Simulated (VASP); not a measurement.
A VASP calculation is set up with these files.

KPOINTS:
```
Automatic mesh
0
Gamma
7 7 7
0 0 0
```

File POSCAR:
```
Li2Se
1.0
  0.0000000000   2.9381300956   2.9381300956
  2.9381300956   0.0000000000   2.9381300956
  2.9381300956   2.9381300956   0.0000000000
Li Se
2 1
Cart
  1.4690650478   1.4690650478   1.4690650478
  4.4071951434   4.4071951434   4.4071951434
  0.0000000000   0.0000000000   0.0000000000
```

### INCAR
```
SYSTEM  =  Li2Se
PREC  =  Accurate; ENCUT  =  520; LREAL  =  .FALSE.
LASPH  =  .TRUE.
EDIFF  =  1E-7; NELM  =  100; ALGO  =  Normal
LMAXMIX  =  4
ISMEAR  =  0; SIGMA  =  0.05
GGA  =  PE; IVDW  =  13
ISIF  =  2
LWAVE  =  .FALSE.; LCHARG  =  .FALSE.
```

POTCAR, in this order: Li_sv Se (PBE.64 set). Program: vasp_std.

Task: Write an equivalent input for Ansatz.

Result: One equivalent input (not run):
Ansatz 0.2 input:
```yaml
crystal:
  lattice:
    - [0.0000000, 2.9381301, 2.9381301]
    - [2.9381301, 0.0000000, 2.9381301]
    - [2.9381301, 2.9381301, 0.0000000]
  atoms:
    - { symbol: Li, position: [0.2500000, 0.2500000, 0.2500000] }
    - { symbol: Li, position: [0.7500000, 0.7500000, 0.7500000] }
    - { symbol: Se, position: [0.0000000, 0.0000000, 0.0000000] }
kpoints:
  mp_grid: { grid: [7, 7, 7] }
hamiltonian:
  xc: pbe
  dispersion: d4
  pseudopotentials: { kind: paw }
scf:
  occupations: { method: gaussian, width: 0.05 }
  max_iter: 100
output: { forces: true, stress: true, eigenvalues: true }
```
The two are equivalent in intent, not identical: each code has its own PAW files, so the cut-off isn't converted (ENCUT is set for VASP's; basis.ecutwfc is left out, and Ansatz then takes the one that its files recommend); Ansatz stops its SCF on the density residual and VASP on the energy change (EDIFF).

The compound is Li2Se in the antifluorite structure. This cell is one point of a volume scan, at 0.97 of the reference volume.
